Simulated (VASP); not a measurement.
All values below come from r2SCAN meta-GGA, VASP's PBE PAW potentials (set 64) (plane waves; VASP). For the first row: Settings: 520 eV cut-off, 4×4×4 Γ-centred mesh, Gaussian smearing of 0.050 eV, potentials Cs_sv Pb_d Br.

| system | energy (eV/atom) |
|---|---|
| CsPbBr3 (cubic perovskite) | -25.6916 |
| Cs atom | -24.3600 |
| Pb atom | -53.4663 |
| Br atom | -11.9407 |

Atoms are spin-polarised in a large box without symmetry, with the spin fixed by Hund's rule, and may not be in the lowest state of each functional; no zero-point energy is added.  Spin-orbit coupling is left out, which shifts such energies by up to tenths of an eV for the heavy elements here.

**Question.** What is the cohesive energy per atom of CsPbBr3?

**Answer.** The references average (1×(-24.3600) + 1×(-53.4663) + 3×(-11.9407))/5 = -22.7297 eV, so the cohesive energy is -22.7297 − (-25.6916) = 2.962 eV/atom.
